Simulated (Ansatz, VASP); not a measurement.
**WO in VASP and in Ansatz**

```
W O
1.0
     0.00000    2.41259    2.41259
     2.41259    0.00000    2.41259
     2.41259    2.41259    0.00000
W O
1 1
Direct
  0.00000 0.00000 0.00000
  0.25000 0.25000 0.25000
```

Alike in both runs: functional PBE; k mesh 8 × 8 × 8; occupations gaussian, width 0.1 eV; collinear spin; Hubbard terms W d U = 6.2 eV.

Ansatz relaxed the structure, and its values are those at the end. VASP's run is a single point on that final structure, the one shown.

|  | VASP | Ansatz |
| --- | --- | --- |
| version | VASP 6.6.1 | Ansatz 0.2.0 |
| potentials or method | VASP PAW PBE potentials, release 64 (W_sv, O) | scalar-relativistic, plane waves, PAW |
| plane-wave cutoff (eV) | 520 | 420 |
| valence electrons in the cell | 20 | 20 |

VASP gave:

```
gap on the k mesh at the Fermi level (eV)                     : 0.64
least direct gap on the mesh (eV)                             : 1.02
pressure (GPa)                                                : 5.9
net moment per atom (μB)                                      : 1.00
size of the moment on the site where the two differ most (μB) : 1.72
```

**Question.** Which values does Ansatz return?

**Answer.** gap on the k mesh at the Fermi level (eV): 1.13; least direct gap on the mesh (eV): 1.42; pressure (GPa): 0.1; net moment per atom (μB): 1.00; size of the moment on the site where the two differ most (μB): 1.03.

Site moments also hang on the region over which each program counts them. The programs project onto different local orbitals, so the same U acts differently.

Caveats: spin-orbit coupling is left out, which moves the levels of the heavy elements. The state reached can hang on the start; a lower one may exist. A k mesh can miss the band edges.
